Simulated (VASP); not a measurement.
The input files of a VASP run:

### INCAR
```
SYSTEM = Ru
PREC = Accurate
ENCUT = 400
EDIFF = 1E-6
NELM = 100
ALGO = Normal
LREAL = .FALSE.
LASPH = .TRUE.
ISMEAR = 1
SIGMA = 0.1
GGA = PE
LMAXMIX = 4
LWAVE = .FALSE.
LCHARG = .FALSE.
ISIF = 2
ISPIN = 2
MAGMOM = 1.0 1.0 1.0
```

File KPOINTS:
```
Automatic mesh
0
Gamma
12 12 7
0 0 0
```

File POSCAR:
```
Ru
1
    1.3550000000    -2.3469290000     0.0000000000
    1.3550000000     2.3469290000     0.0000000000
    0.0000000000     0.0000000000     4.2800000000
Ru
2
Direct
  0.3333330000   0.6666670000   0.2500000000
  0.6666670000   0.3333330000   0.7500000000
```

POTCAR, in this order: Ru_pv (PBE.64 set). Program: vasp_std.

**Question.** One choice in this input is risky. Which, and does it do harm here?

**Answer.** The risk: MAGMOM holds more values than there are atoms. Here it does no harm: the run (PBE GGA, plane waves, VASP's PBE PAW potentials (set 64)) converges to the same energy and pressure as with the safe setting.
**OSZICAR**
```
       N       E                     dE             d eps       ncg     rms          rms(c)
DAV:   1     0.243646876121E+03    0.24365E+03   -0.15616E+04  5848   0.135E+03
DAV:   2    -0.145587846593E+02   -0.25821E+03   -0.25169E+03  6037   0.428E+02
DAV:   3    -0.195198714769E+02   -0.49611E+01   -0.49107E+01  6309   0.658E+01
DAV:   4    -0.195613354592E+02   -0.41464E-01   -0.41447E-01  7774   0.573E+00
DAV:   5    -0.195619275666E+02   -0.59211E-03   -0.59203E-03  6456   0.537E-01    0.185E+01
DAV:   6    -0.185490358867E+02    0.10129E+01   -0.31606E+00  6340   0.180E+01    0.486E+00
DAV:   7    -0.184760652717E+02    0.72971E-01   -0.32603E-01  6550   0.489E+00    0.213E+00
DAV:   8    -0.184745932538E+02    0.14720E-02   -0.14863E-02  6448   0.850E-01    0.751E-01
DAV:   9    -0.184708706226E+02    0.37226E-02   -0.21594E-03  6445   0.526E-01    0.259E-01
DAV:  10    -0.184706330647E+02    0.23756E-03   -0.79384E-04  6469   0.315E-01    0.466E-02
DAV:  11    -0.184706541652E+02   -0.21101E-04   -0.36652E-05  6504   0.624E-02    0.232E-02
DAV:  12    -0.184706589193E+02   -0.47540E-05   -0.34729E-06  6354   0.174E-02    0.105E-02
DAV:  13    -0.184706589083E+02    0.10965E-07   -0.54978E-07  3949   0.704E-03
   1 F= -.18470659E+02 E0= -.18470653E+02  d E =-.172306E-04  mag=    -0.0000
```

The compound is Ru in the hcp structure. The cell was not relaxed at this level.
